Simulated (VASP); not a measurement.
Wanted: the native input for a VASP 6.6.1 run.

* Task: single point
* Functional: LDA
* Potentials or basis: VASP PAW LDA potentials, release 64 (Rb_sv, Sr_sv, Cl)
* Cutoff: 520 eV
* k mesh: 3 × 3 × 3
* Occupations: gaussian, width 0.01 eV
* Spin: no spin polarisation
* Dipole correction: no
* Further INCAR settings: ALGO = Normal; EDIFF = 1e-06; NBANDS = 28

The structure of RbSrCl3 lies in POSCAR:

```
RbSrCl3
1.0
    5.6580726199      0.0000000000      0.0000000000
    0.0000000000      5.6580726199      0.0000000000
    0.0000000000      0.0000000000      5.6580726199
Rb Sr Cl
1 1 3
Direct
    0.5000000000      0.5000000000      0.5000000000
    0.0000000000      0.0000000000      0.0000000000
    0.5000000000      0.0000000000      0.0000000000
    0.0000000000      0.5000000000      0.0000000000
    0.0000000000      0.0000000000      0.5000000000
```

The cell comes from a database or a generator and needn't be the stable form of this composition.

The input as run:

INCAR

```
PREC = Accurate ; ENCUT = 520
EDIFF = 1E-6 ; ISMEAR = 0
SIGMA = 0.01 ; LREAL = F
LASPH = T ; NELM = 100
ALGO = Normal ; ISIF = 2
LWAVE = F ; LCHARG = F
NBANDS = 28
```

KPOINTS

```
regular mesh
0
Gamma
  3 3 3
```

Potentials or basis: VASP PAW LDA potentials, release 64 (Rb_sv, Sr_sv, Cl).

Run with:

```sh
$ cat potpaw_LDA.64/Rb_sv/POTCAR potpaw_LDA.64/Sr_sv/POTCAR potpaw_LDA.64/Cl/POTCAR > POTCAR
$ mpirun -np 1 vasp_std > vasp.out
```

Results of the run:

| Item | Value |
| --- | --- |
| Pressure | -1.9 GPa |
| Band gap on the k mesh | 4.38 eV, indirect (least direct gap 4.47 eV) |

Caveat: an odd mesh through Γ misses points on the zone boundary, where band edges often lie.

Wall time 10 s on 1 thread of Intel(R) Xeon(R) 6975P-C (Granite Rapids), with other jobs on the host, peak memory 0.21 GiB.
